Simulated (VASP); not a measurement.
Consider the following.

```
ScTe
1.0
    3.53618     0.00000     0.00000
    0.00000     3.53618     0.00000
    0.00000     0.00000     3.53618
Sc Te
1 1
Direct
  0.00000   0.00000   0.00000
  0.50000   0.50000   0.50000
```

All values below come from LDA (Ceperley-Alder, Perdew-Zunger), VASP's LDA PAW potentials (set 64) (plane waves; VASP). Numerical set-up: 400 eV cut-off, 12×12×12 Γ-centred mesh, tetrahedra with Blöchl corrections, potentials Sc_sv Te.

Unless said otherwise, spin-orbit coupling is left out, though it shifts the bands of the heavy elements here.

### Question
Predict the energy per atom (σ→0), band gap (on the k-mesh) with the smallest direct gap where there is one.

### Answer

```
Item                                                        Result
------------------------  ----------------------------------------
band gap (on the k-mesh)  none (metal, semimetal or under 0.01 eV)
energy per atom (σ→0)                               -6.276 eV/atom
```

Only differences to runs with the same potentials and settings are physical.

The structure was generated: ScTe was put into the CsCl type type (Pm-3m), which need not be its known phase. It was relaxed first, which changed the volume by -31 %. The electron count is odd and the run is not spin-polarised, which forces a metal.
